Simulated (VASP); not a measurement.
# A VASP study of Si3N4 (LDA): structure first, properties next, part 6 of 7

Wanted: the relaxed cell of Si3N4 and its properties. The start is a cell from a database of measured crystal structures.

VASP 6.6.1; LDA; plane waves and PAW (Si, N).

So far, gap on the k-mesh (eV): step 2 (relaxing cell and atoms (LDA)) 4.23; step 6 (total and projected DOS (LDA)) 4.20; step 7 (zone-centre phonons (LDA)) 4.23. The relaxed cell has a = 7.577, c = 2.893 Å (conventional setting).

### 8. Field gradients at the nuclei (LDA)

Field gradients probe how far the charge around each nucleus departs from cubic symmetry; LASPH keeps the non-spherical terms inside the spheres.

Contents of INCAR:

```
SYSTEM = Si3N4
PREC = Accurate
ENCUT = 520
EDIFF = 1E-07
NELM = 100
ISMEAR = 0
SIGMA = 0.05
LREAL = .FALSE.
ALGO = Normal
GGA = CA
NBANDS = 46
LORBIT = 11
LWAVE = .FALSE.
LCHARG = .FALSE.
KPAR = 8
LEFG = .TRUE.
LASPH = .TRUE.
```

Contents of POSCAR:

```
Si3N4
1.0
    7.5771658243      0.0000000015      0.0000000000
   -3.7885829134      6.5620180918      0.0000000000
    0.0000000000      0.0000000000      2.8929258871
Si N
6 8
Direct
    0.7674982124      0.1739084410      0.2500000000
    0.5935897713      0.7674982124      0.7500000000
    0.8260915590      0.5935897713      0.2500000000
    0.2325017876      0.8260915590      0.7500000000
    0.4064102287      0.2325017876      0.2500000000
    0.1739084410      0.4064102287      0.7500000000
    0.0295514522      0.3302420085      0.2500000000
    0.6993094437      0.0295514522      0.7500000000
    0.6697579915      0.6993094437      0.2500000000
    0.9704485478      0.6697579915      0.7500000000
    0.3006905563      0.9704485478      0.2500000000
    0.3302420085      0.3006905563      0.7500000000
    0.6666666667      0.3333333333      0.2500000000
    0.3333333333      0.6666666667      0.7500000000
```

Contents of KPOINTS:

```
Automatic mesh
0
Gamma
4 4 9
0 0 0
```

The projector-augmented-wave data sets are Si and N (LDA family, release 64).

Command:

```bash
$ mpirun -np 8 vasp_std
```

Output:

```text
[... set-up lines as in an earlier step ...]
 entering main loop
       N       E                     dE             d eps       ncg     rms          rms(c)
[... 5 cycles as in an earlier step ...]
DAV:   6    -0.127062987392E+03    0.17851E+02   -0.62301E+01  2188   0.310E+01    0.144E+01
DAV:   7    -0.126737718387E+03    0.32527E+00   -0.30513E+00  2392   0.638E+00    0.615E+00
DAV:   8    -0.126570751666E+03    0.16697E+00   -0.18651E-01  2218   0.199E+00    0.229E+00
DAV:   9    -0.126537783759E+03    0.32968E-01   -0.36507E-02  2312   0.909E-01    0.284E-01
DAV:  10    -0.126538208835E+03   -0.42508E-03   -0.30524E-03  2290   0.251E-01    0.167E-01
DAV:  11    -0.126538254428E+03   -0.45593E-04   -0.37234E-04  2152   0.975E-02    0.399E-02
DAV:  12    -0.126538254822E+03   -0.39414E-06   -0.34302E-05  2360   0.254E-02    0.170E-02
DAV:  13    -0.126538254538E+03    0.28391E-06   -0.61454E-06  2144   0.129E-02    0.397E-03
DAV:  14    -0.126538254650E+03   -0.11177E-06   -0.10698E-06  2384   0.477E-03    0.244E-03
DAV:  15    -0.126538254725E+03   -0.75761E-07   -0.50535E-07  2080   0.309E-03
ion   1
     0.0000000    -0.5009461     0.0000000     0.5283839     0.0000000    -0.0462035
     0.0000353    -0.5009461     0.0000000     0.5283839     0.0000000    -0.0462035
     0.0000487    -0.5009461     0.0000000     0.5283839     0.0000000    -0.0462035
     0.0000670    -0.5009461     0.0000000     0.5283839     0.0000000    -0.0462035
     0.0000923    -0.5009461     0.0000000     0.5283839     0.0000000    -0.0462035

     0.0000000    -6.7366802     0.0000000     3.4701764     0.0000000     1.2834826
     0.0000353    -6.7366687     0.0000000     3.4701711     0.0000000     1.2834801
     0.0000487    -6.7366616     0.0000000     3.4701678     0.0000000     1.2834785
     0.0000670    -6.7366497     0.0000000     3.4701623     0.0000000     1.2834760
     0.0000923    -6.7366301     0.0000000     3.4701532     0.0000000     1.2834717

ion   2
     0.0000000     0.2104596    -0.0000000     0.5283839     0.0000000     0.4569338
     0.0000353     0.2104596    -0.0000000     0.5283839     0.0000000     0.4569338
     0.0000487     0.2104596    -0.0000000     0.5283839     0.0000000     0.4569338
     0.0000670     0.2104596    -0.0000000     0.5283839     0.0000000     0.4569338
     0.0000923     0.2104596    -0.0000000     0.5283839     0.0000000     0.4569338

     0.0000000     4.4798686    -0.0000000     3.4701764    -0.0000000     5.1923949
     0.0000353     4.4798607    -0.0000000     3.4701711    -0.0000000     5.1923862
     0.0000487     4.4798558    -0.0000000     3.4701678    -0.0000000     5.1923808
     0.0000670     4.4798477    -0.0000000     3.4701623    -0.0000000     5.1923718
     0.0000923     4.4798341    -0.0000000     3.4701532    -0.0000000     5.1923570

ion   3
     0.0000000     0.2904865     0.0000000     0.5283839    -0.0000000    -0.4107303
     0.0000353     0.2904865     0.0000000     0.5283839    -0.0000000    -0.4107303
     0.0000487     0.2904865     0.0000000     0.5283839    -0.0000000    -0.4107303
     0.0000670     0.2904865     0.0000000     0.5283839    -0.0000000    -0.4107303
     0.0000923     0.2904865     0.0000000     0.5283839    -0.0000000    -0.4107303

     0.0000000     2.2568116     0.0000000     3.4701764    -0.0000000    -6.4758775
     0.0000353     2.2568080     0.0000000     3.4701711    -0.0000000    -6.4758663
     0.0000487     2.2568058     0.0000000     3.4701678    -0.0000000    -6.4758593
     0.0000670     2.2568021     0.0000000     3.4701623    -0.0000000    -6.4758478
     0.0000923     2.2567960     0.0000000     3.4701532    -0.0000000    -6.4758287

ion   4
     0.0000000    -0.5009461     0.0000000     0.5283839     0.0000000    -0.0462035
     0.0000353    -0.5009461     0.0000000     0.5283839     0.0000000    -0.0462035
     0.0000487    -0.5009461     0.0000000     0.5283839     0.0000000    -0.0462035
     0.0000670    -0.5009461     0.0000000     0.5283839     0.0000000    -0.0462035
     0.0000923    -0.5009461     0.0000000     0.5283839     0.0000000    -0.0462035

     0.0000000    -6.7366802     0.0000000     3.4701764     0.0000000     1.2834826
     0.0000353    -6.7366687     0.0000000     3.4701711     0.0000000     1.2834801
     0.0000487    -6.7366616     0.0000000     3.4701678     0.0000000     1.2834785
     0.0000670    -6.7366497     0.0000000     3.4701623     0.0000000     1.2834760
     0.0000923    -6.7366301     0.0000000     3.4701532     0.0000000     1.2834717

ion   5
     0.0000000     0.2104596     0.0000000     0.5283839    -0.0000000     0.4569338
     0.0000353     0.2104596     0.0000000     0.5283839    -0.0000000     0.4569338
     0.0000487     0.2104596     0.0000000     0.5283839    -0.0000000     0.4569338
     0.0000670     0.2104596     0.0000000     0.5283839    -0.0000000     0.4569338
     0.0000923     0.2104596     0.0000000     0.5283839    -0.0000000     0.4569338

     0.0000000     4.4798686     0.0000000     3.4701764    -0.0000000     5.1923949
     0.0000353     4.4798607     0.0000000     3.4701711    -0.0000000     5.1923862
     0.0000487     4.4798558     0.0000000     3.4701678    -0.0000000     5.1923808
     0.0000670     4.4798477     0.0000000     3.4701623    -0.0000000     5.1923718
     0.0000923     4.4798341     0.0000000     3.4701532    -0.0000000     5.1923570

ion   6
     0.0000000     0.2904865     0.0000000     0.5283839     0.0000000    -0.4107303
     0.0000353     0.2904865     0.0000000     0.5283839     0.0000000    -0.4107303
     0.0000487     0.2904865     0.0000000     0.5283839     0.0000000    -0.4107303
     0.0000670     0.2904865     0.0000000     0.5283839     0.0000000    -0.4107303
     0.0000923     0.2904865     0.0000000     0.5283839     0.0000000    -0.4107303

     0.0000000     2.2568116     0.0000000     3.4701764     0.0000000    -6.4758775
     0.0000353     2.2568080     0.0000000     3.4701711     0.0000000    -6.4758663
     0.0000487     2.2568058     0.0000000     3.4701678     0.0000000    -6.4758593
     0.0000670     2.2568021     0.0000000     3.4701623     0.0000000    -6.4758478
     0.0000923     2.2567960     0.0000000     3.4701532     0.0000000    -6.4758287

ion   7
     0.0000000    -7.1222077    -0.0000000    -6.2420847     0.0000000    -3.9964050
     0.0000281    -7.1222076    -0.0000000    -6.2420847     0.0000000    -3.9964050
     0.0000381    -7.1222076    -0.0000000    -6.2420847     0.0000000    -3.9964050
     0.0000517    -7.1222075    -0.0000000    -6.2420846     0.0000000    -3.9964049
     0.0000701    -7.1222073    -0.0000000    -6.2420845     0.0000000    -3.9964048

     0.0000000   -21.6748059    -0.0000000   -17.2017245     0.0000000   -11.3787489
     0.0000281   -21.6748020    -0.0000000   -17.2017216     0.0000000   -11.3787470
     0.0000381   -21.6747995    -0.0000000   -17.2017197     0.0000000   -11.3787457
     0.0000517   -21.6747952    -0.0000000   -17.2017165     0.0000000   -11.3787435
     0.0000701   -21.6747882    -0.0000000   -17.2017112     0.0000000   -11.3787400

ion   8
     0.0000000     0.1001156    -0.0000000    -6.2420847     0.0000000     8.1662153
     0.0000281     0.1001156    -0.0000000    -6.2420847     0.0000000     8.1662152
     0.0000381     0.1001156    -0.0000000    -6.2420847     0.0000000     8.1662152
     0.0000517     0.1001156    -0.0000000    -6.2420846     0.0000000     8.1662151
     0.0000701     0.1001156    -0.0000000    -6.2420845     0.0000000     8.1662149

     0.0000000     0.9831173    -0.0000000   -17.2017245     0.0000000    24.4603070
     0.0000281     0.9831171    -0.0000000   -17.2017216     0.0000000    24.4603027
     0.0000381     0.9831169    -0.0000000   -17.2017197     0.0000000    24.4602998
     0.0000517     0.9831167    -0.0000000   -17.2017165     0.0000000    24.4602951
     0.0000701     0.9831162    -0.0000000   -17.2017112     0.0000000    24.4602872

ion   9
     0.0000000     7.0220921    -0.0000000    -6.2420847    -0.0000000    -4.1698103
     0.0000281     7.0220921    -0.0000000    -6.2420847    -0.0000000    -4.1698103
     0.0000381     7.0220920    -0.0000000    -6.2420847    -0.0000000    -4.1698102
     0.0000517     7.0220919    -0.0000000    -6.2420846    -0.0000000    -4.1698102
     0.0000701     7.0220918    -0.0000000    -6.2420845    -0.0000000    -4.1698101

     0.0000000    20.6916886    -0.0000000   -17.2017245    -0.0000000   -13.0815581
     0.0000281    20.6916850    -0.0000000   -17.2017216    -0.0000000   -13.0815557
     0.0000381    20.6916826    -0.0000000   -17.2017197    -0.0000000   -13.0815541
     0.0000517    20.6916786    -0.0000000   -17.2017165    -0.0000000   -13.0815515
     0.0000701    20.6916720    -0.0000000   -17.2017112    -0.0000000   -13.0815472

ion  10
     0.0000000    -7.1222077    -0.0000000    -6.2420847     0.0000000    -3.9964050
     0.0000281    -7.1222076    -0.0000000    -6.2420847     0.0000000    -3.9964050
     0.0000381    -7.1222076    -0.0000000    -6.2420847     0.0000000    -3.9964050
     0.0000517    -7.1222075    -0.0000000    -6.2420846     0.0000000    -3.9964049
     0.0000701    -7.1222073    -0.0000000    -6.2420845     0.0000000    -3.9964048

     0.0000000   -21.6748059    -0.0000000   -17.2017245     0.0000000   -11.3787489
     0.0000281   -21.6748020    -0.0000000   -17.2017216     0.0000000   -11.3787470
     0.0000381   -21.6747995    -0.0000000   -17.2017197     0.0000000   -11.3787457
     0.0000517   -21.6747952    -0.0000000   -17.2017165     0.0000000   -11.3787435
     0.0000701   -21.6747882    -0.0000000   -17.2017112     0.0000000   -11.3787400

ion  11
     0.0000000     0.1001156    -0.0000000    -6.2420847     0.0000000     8.1662153
     0.0000281     0.1001156    -0.0000000    -6.2420847     0.0000000     8.1662152
     0.0000381     0.1001156    -0.0000000    -6.2420847     0.0000000     8.1662152
     0.0000517     0.1001156    -0.0000000    -6.2420846     0.0000000     8.1662151
     0.0000701     0.1001156    -0.0000000    -6.2420845     0.0000000     8.1662149

     0.0000000     0.9831173    -0.0000000   -17.2017245     0.0000000    24.4603070
     0.0000281     0.9831171    -0.0000000   -17.2017216     0.0000000    24.4603027
     0.0000381     0.9831169    -0.0000000   -17.2017197     0.0000000    24.4602998
     0.0000517     0.9831167    -0.0000000   -17.2017165     0.0000000    24.4602951
     0.0000701     0.9831162    -0.0000000   -17.2017112     0.0000000    24.4602872

ion  12
     0.0000000     7.0220921    -0.0000000    -6.2420847    -0.0000000    -4.1698103
     0.0000281     7.0220921    -0.0000000    -6.2420847    -0.0000000    -4.1698103
     0.0000381     7.0220920    -0.0000000    -6.2420847    -0.0000000    -4.1698102
     0.0000517     7.0220919    -0.0000000    -6.2420846    -0.0000000    -4.1698102
     0.0000701     7.0220918    -0.0000000    -6.2420845    -0.0000000    -4.1698101

     0.0000000    20.6916886    -0.0000000   -17.2017245    -0.0000000   -13.0815581
     0.0000281    20.6916850    -0.0000000   -17.2017216    -0.0000000   -13.0815557
     0.0000381    20.6916826    -0.0000000   -17.2017197    -0.0000000   -13.0815541
     0.0000517    20.6916786    -0.0000000   -17.2017165    -0.0000000   -13.0815515
     0.0000701    20.6916720    -0.0000000   -17.2017112    -0.0000000   -13.0815472

ion  13
     0.0000000     0.0000000    -0.0000000     9.8335788    -0.0000000    -0.0000000
     0.0000281     0.0000000    -0.0000000     9.8335787    -0.0000000    -0.0000000
     0.0000381     0.0000000    -0.0000000     9.8335786    -0.0000000    -0.0000000
     0.0000517     0.0000000    -0.0000000     9.8335785    -0.0000000    -0.0000000
     0.0000701     0.0000000    -0.0000000     9.8335783    -0.0000000    -0.0000000

     0.0000000     0.0000000    -0.0000000    29.0125453    -0.0000000    -0.0000000
     0.0000281     0.0000000    -0.0000000    29.0125402    -0.0000000    -0.0000000
     0.0000381     0.0000000    -0.0000000    29.0125369    -0.0000000    -0.0000000
     0.0000517     0.0000000    -0.0000000    29.0125313    -0.0000000    -0.0000000
     0.0000701     0.0000000    -0.0000000    29.0125220    -0.0000000    -0.0000000

ion  14
     0.0000000     0.0000000     0.0000000     9.8335788     0.0000000    -0.0000000
     0.0000281     0.0000000     0.0000000     9.8335787     0.0000000    -0.0000000
     0.0000381     0.0000000     0.0000000     9.8335786     0.0000000    -0.0000000
     0.0000517     0.0000000     0.0000000     9.8335785     0.0000000    -0.0000000
     0.0000701     0.0000000     0.0000000     9.8335783     0.0000000    -0.0000000

     0.0000000     0.0000000     0.0000000    29.0125453     0.0000000    -0.0000000
     0.0000281     0.0000000     0.0000000    29.0125402     0.0000000    -0.0000000
     0.0000381     0.0000000     0.0000000    29.0125369     0.0000000    -0.0000000
     0.0000517     0.0000000     0.0000000    29.0125313     0.0000000    -0.0000000
     0.0000701     0.0000000     0.0000000    29.0125220     0.0000000    -0.0000000

   1 F= -.12653825E+03 E0= -.12653825E+03  d E =-.611954E-13
```

It took 43 s on 8 MPI ranks of AMD EPYC 7R43, shared host; peak memory 2 GiB; 5.5 min of CPU time.

From OUTCAR (step 8):

```text
   NELECT =      64.0000    total number of electrons

 E-fermi :   6.9726

 k-point     1 :       0.0000    0.0000    0.0000
  band No.  band energies     occupation
    ...
     28       5.4224      2.00000
     29       5.4224      2.00000
     30       6.2710      2.00000
     31       6.3728      2.00000
     32       6.5502      2.00000
     33      10.9608      0.00000
     34      11.4353      0.00000
     35      11.5988      0.00000
     36      11.5988      0.00000
     37      11.9337      0.00000
    ...

  Total        0.0419511      0.0419511     -0.0525123     -0.0000000      0.0000000      0.0000000
  in kB        0.4672744      0.4672744     -0.5849112     -0.0000001      0.0000000      0.0000000
  external PRESSURE =       0.1165459 kB  Pullay stress =       0.0000000 kB

 POSITION                                       TOTAL-FORCE (eV/Angst)
 -----------------------------------------------------------------------------------
      5.15659      1.14119      0.72323         0.005142     -0.007366     -0.000000
      1.59000      5.03634      2.16969         0.008950      0.000771     -0.000000
      4.01057      3.89515      0.72323         0.003808      0.008136     -0.000000
     -1.36801      5.42083      2.16969        -0.005142      0.007366     -0.000000
      2.19859      1.52568      0.72323        -0.008950     -0.000771     -0.000000
     -0.22199      2.66687      2.16969        -0.003808     -0.008136     -0.000000
     -1.02723      2.16705      0.72323         0.001790     -0.008313      0.000000
      5.18683      0.19392      2.16969         0.008094     -0.002606      0.000000
      2.42548      4.58888      0.72323         0.006304      0.005707     -0.000000
      4.81582      4.39496      2.16969        -0.001790      0.008313      0.000000
     -1.39824      6.36810      0.72323        -0.008094      0.002606      0.000000
      1.36311      1.97314      2.16969        -0.006304     -0.005707      0.000000
      3.78858      2.18734      0.72323        -0.000000     -0.000000      0.000000
     -0.00000      4.37468      2.16969        -0.000000     -0.000000     -0.000000
 -----------------------------------------------------------------------------------
    total drift:                                0.000000     -0.000000      0.000000

  FREE ENERGIE OF THE ION-ELECTRON SYSTEM (eV)
  ---------------------------------------------------
  free  energy   TOTEN  =      -126.5382547253 eV

  energy  without entropy=     -126.5382547253  energy(sigma->0) =     -126.53825473

 Electric field gradients after diagonalization (V/A^2)
 (convention: |V_zz| > |V_xx| > |V_yy|)
----------------------------------------------------------------------
 ion       V_xx      V_yy      V_zz     asymmetry (V_yy - V_xx)/ V_zz
----------------------------------------------------------------------
   1      -6.092    -3.817     9.909       0.230
   2      -6.092    -3.817     9.909       0.230
   3      -6.092    -3.817     9.909       0.230
   4      -6.092    -3.817     9.909       0.230
   5      -6.092    -3.817     9.909       0.230
   6      -6.092    -3.817     9.909       0.230
   7      23.740    19.532   -43.272       0.097
   8      23.740    19.532   -43.272       0.097
   9      23.740    19.532   -43.272       0.097
  10      23.740    19.532   -43.272       0.097
  11      23.740    19.532   -43.272       0.097
  12      23.740    19.532   -43.272       0.097
  13      21.200    21.199   -42.399       0.000
  14      21.200    21.199   -42.399       0.000
----------------------------------------------------------------------

[... 11 parts as in an earlier step ...]

[... 6 further parts left out ...]
```

Numbers from this step:

| Item | Value |
| --- | --- |
| SCF cycles | 15 |
| Fermi energy | 6.973 eV |
| pressure | 0.01165 GPa |

Electric field gradients, by row:

| atom | Vxx (V/Å²) | Vyy (V/Å²) | Vzz (V/Å²) | asymmetry |
| --- | --- | --- | --- | --- |
| Si1 | -6.092 | -3.817 | 9.909 | 0.23 |
| Si2 | -6.092 | -3.817 | 9.909 | 0.23 |
| Si3 | -6.092 | -3.817 | 9.909 | 0.23 |
| Si4 | -6.092 | -3.817 | 9.909 | 0.23 |
| Si5 | -6.092 | -3.817 | 9.909 | 0.23 |
| Si6 | -6.092 | -3.817 | 9.909 | 0.23 |
| N7 | 23.74 | 19.53 | -43.27 | 0.097 |
| N8 | 23.74 | 19.53 | -43.27 | 0.097 |
| N9 | 23.74 | 19.53 | -43.27 | 0.097 |
| N10 | 23.74 | 19.53 | -43.27 | 0.097 |
| N11 | 23.74 | 19.53 | -43.27 | 0.097 |
| N12 | 23.74 | 19.53 | -43.27 | 0.097 |
| N13 | 21.2 | 21.2 | -42.4 | 0 |
| N14 | 21.2 | 21.2 | -42.4 | 0 |

The largest gradient, -43.27 V/Å², sits on N7 and like sites; times the quadrupole moment of a nucleus that has one, it gives the coupling that NMR and NQR see.

[end of part 6 of 7]

[Lines on the potential files, build, host, timing and source positions are cut from VASP's logs without a mark.]

[Logs are printed without paths, hosts, clocks, repeated set-up lines and the standing remarks that a program may print on its own settings, such as how far it seeks lower states.]

[Hosts, paths, dates, database ids (printed as entryN), source tags and the programs' standing remarks are cut or masked in the printed files.]

[A measured line is paired with the nearest computed mode of its activity, which favours agreement.]

[In band tables of VASP the shares of atoms and orbitals are scaled to a sum of 1 inside the atoms' spheres.]
